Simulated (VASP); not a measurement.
Level of theory: modified Becke-Johnson potential (mBJ), VASP's PBE PAW potentials (set 64) (plane waves; VASP 6.6.1).

The input files of a VASP run:

**POSCAR**
```
BAs
1
    0.0000000000     2.4082175096     2.4082175096
    2.4082175096     0.0000000000     2.4082175096
    2.4082175096     2.4082175096     0.0000000000
B As
1 1
Direct
  0.0000000000   0.0000000000   0.0000000000
  0.2500000000   0.2500000000   0.2500000000
```

### INCAR
```
ALGO = Normal
EDIFF = 1E-6
ENCUT = 520
ISIF = 0
ISMEAR = 0
LASPH = T
LCHARG = F
LMAXMIX = 4
LMIXTAU = T
LREAL = F
LWAVE = F
METAGGA = MBJ
NELM = 200
PREC = Accurate
SIGMA = 0.05
SYSTEM = BAs
```

### KPOINTS
```
Regular mesh
0
gamma
 8 8 8
```

### KPOINTS_OPT
```
k-points along high-symmetry lines
11
Line-mode
Reciprocal
  0.000000   0.000000   0.000000 ! GAMMA
 -0.500000  -0.500000   0.000000 ! X

 -0.500000  -0.500000   0.000000 ! X
 -0.375000  -0.375000   0.250000 ! U

 -0.375000  -0.000000   0.375000 ! K
  0.000000   0.000000   0.000000 ! GAMMA

  0.000000   0.000000   0.000000 ! GAMMA
 -0.000000  -0.000000   0.500000 ! L

 -0.000000  -0.000000   0.500000 ! L
 -0.500000  -0.250000   0.250000 ! W

 -0.500000  -0.250000   0.250000 ! W
 -0.500000  -0.500000   0.000000 ! X
```

POTCAR, in this order: B As (PBE.64 set). Program: vasp_std. Read from the step before: WAVECAR.

The run wrote:

**OSZICAR**
```
       N       E                     dE             d eps       ncg     rms          rms(c)
DAV:   1     0.115536926236E+03    0.11554E+03   -0.11874E+00   472   0.142E+01    0.119E+00
DAV:   2     0.115450833088E+03   -0.86093E-01   -0.16225E+00   488   0.109E+01    0.253E+00
DAV:   3     0.115528323831E+03    0.77491E-01   -0.68737E-02   656   0.194E+00    0.236E+00
DAV:   4     0.115237615363E+03   -0.29071E+00   -0.19813E-02   576   0.105E+00    0.408E+00
DAV:   5     0.116053156036E+03    0.81554E+00   -0.37132E-02   504   0.203E+00    0.609E-01
DAV:   6     0.116117021698E+03    0.63866E-01   -0.12129E-02   496   0.101E+00    0.589E-01
DAV:   7     0.116217785712E+03    0.10076E+00   -0.78092E-04   552   0.274E-01    0.807E-01
DAV:   8     0.116160218649E+03   -0.57567E-01   -0.30109E-03   616   0.415E-01    0.152E-01
DAV:   9     0.116163341351E+03    0.31227E-02   -0.87568E-05   504   0.862E-02    0.170E-01
DAV:  10     0.116139004782E+03   -0.24337E-01   -0.14774E-04   576   0.766E-02    0.576E-02
DAV:  11     0.116129274217E+03   -0.97306E-02   -0.69936E-05   528   0.784E-02    0.132E-02
DAV:  12     0.116126921789E+03   -0.23524E-02   -0.19107E-05   560   0.390E-02    0.790E-03
DAV:  13     0.116126960972E+03    0.39183E-04   -0.26486E-07   232   0.517E-03    0.611E-03
DAV:  14     0.116125891664E+03   -0.10693E-02   -0.19305E-06   464   0.132E-02    0.121E-02
DAV:  15     0.116127733254E+03    0.18416E-02   -0.10092E-06   232   0.826E-03    0.135E-03
DAV:  16     0.116127773273E+03    0.40019E-04   -0.32116E-07   232   0.549E-03    0.618E-04
DAV:  17     0.116127678847E+03   -0.94426E-04   -0.35439E-08   232   0.207E-03    0.548E-04
DAV:  18     0.116127674835E+03   -0.40122E-05   -0.60503E-09   232   0.742E-04    0.500E-04
DAV:  19     0.116127602074E+03   -0.72761E-04   -0.43078E-09   232   0.699E-04    0.157E-04
DAV:  20     0.116127571869E+03   -0.30205E-04   -0.62852E-10   232   0.270E-04    0.111E-04
DAV:  21     0.116127528002E+03   -0.43867E-04   -0.38824E-10   232   0.226E-04    0.667E-05
DAV:  22     0.116127505416E+03   -0.22587E-04   -0.18368E-10   232   0.139E-04    0.669E-05
DAV:  23     0.116127504320E+03   -0.10958E-05   -0.45747E-11   232   0.664E-05    0.418E-05
DAV:  24     0.116127509014E+03    0.46941E-05   -0.99485E-12   232   0.293E-05    0.139E-05
DAV:  25     0.116127508404E+03   -0.60990E-06   -0.23115E-12   232   0.212E-05
   1 F= 0.11612751E+03 E0= 0.11612751E+03  d E =-.120011E-15
       N       E                     dE             ncg
       N       E                     dE             ncg
       N       E                     dE             ncg
```

File OUTCAR:
```
------------------------ aborting loop because EDIFF is reached ----------------------------------------
  volume of cell :       27.93
      direct lattice vectors                 reciprocal lattice vectors
     0.000000000  2.408217510  2.408217510    -0.207622442  0.207622442  0.207622442
     2.408217510  0.000000000  2.408217510     0.207622442 -0.207622442  0.207622442
     2.408217510  2.408217510  0.000000000     0.207622442  0.207622442 -0.207622442
  FREE ENERGIE OF THE ION-ELECTRON SYSTEM (eV)
  ---------------------------------------------------
  free  energy   TOTEN  =       116.1275084041 eV

  energy  without entropy=      116.1275084041  energy(sigma->0) =      116.12750840

     CMBJ =    1.0000

     CMBJA=   -0.0120

     CMBJB=    1.0230

     CMBJE=    0.5000

    CMBJ =    1.2121
```
(Selected blocks of OUTCAR.)

### OUTCAR
```
 val. band max:        5.6309236326   @ k =   0.0000   0.0000   0.0000

 cond. band min:       7.4288199389   @ k =   0.3750   0.3750   0.0000


 Fermi energy:         5.8952673500

 k-point     1 :       0.0000    0.0000    0.0000
  band No.  band energies     occupation
      1      -9.3998      2.00000
      2       5.6309      2.00000
      3       5.6309      2.00000
      4       5.6309      2.00000
      5       9.3968      0.00000
      6       9.3968      0.00000
      7       9.3968      0.00000
      8      10.8746      0.00000

 k-point     2 :       0.1250    0.0000    0.0000
  band No.  band energies     occupation
      1      -9.1494      2.00000
      2       3.7927      2.00000
      3       5.2403      2.00000
      4       5.2403      2.00000
      5       9.5215      0.00000
      6       9.9424      0.00000
      7       9.9424      0.00000
      8      12.1203      0.00000

 k-point     3 :       0.2500    0.0000    0.0000
  band No.  band energies     occupation
      1      -8.4217      2.00000
      2       0.9146      2.00000
      3       4.5747      2.00000
      4       4.5747      2.00000
      5       9.1758      0.00000
      6      10.7402      0.00000
      7      10.7402      0.00000
      8      14.2592      0.00000

 k-point     4 :       0.3750    0.0000    0.0000
  band No.  band energies     occupation
      1      -7.3480      2.00000
      2      -1.5941      2.00000
      3       4.0937      2.00000
      4       4.0937      2.00000
      5       8.8725      0.00000
      6      10.9347      0.00000
      7      10.9347      0.00000
      8      15.4674      0.00000

 k-point     5 :       0.5000    0.0000    0.0000
  band No.  band energies     occupation
      1      -6.6190      2.00000
      2      -2.8167      2.00000
      3       3.9255      2.00000
      4       3.9256      2.00000
      5       8.7645      0.00000
      6      10.8903      0.00000
      7      10.8903      0.00000
...
```

mBJ is a potential without an energy functional, so only the levels count.

The compound is BAs in the zinc blende structure. It was relaxed first. The cell's shape comes from a PBE relaxation.
